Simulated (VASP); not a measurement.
Crystal: Ge.

```
CELL_PARAMETERS angstrom
0.00000 2.83675 2.83675
2.83675 0.00000 2.83675
2.83675 2.83675 0.00000
ATOMIC_POSITIONS crystal
Ge 0.75000 0.75000 0.75000
Ge 0.50000 0.50000 0.50000
```

The cell was built by a generator and needn't be a form met in nature.

Base run:

| Item | Value |
| --- | --- |
| Program | VASP 6.6.1 |
| Functional | TB-mBJ |
| Potentials or basis | VASP PAW PBE potentials, release 64 (Ge_d) |
| Cutoff | 520 eV |
| k mesh | 10 × 10 × 10 |
| Occupations | gaussian, width 0.03 eV |
| Spin | no spin polarisation |

Its results: band gap on the k mesh 0.68 eV, direct.

Q: The run is repeated on the same cell with these changes: functional from TB-mBJ to r2SCAN. What comes out?

A: Band gap on the k mesh 0.32 eV, direct.
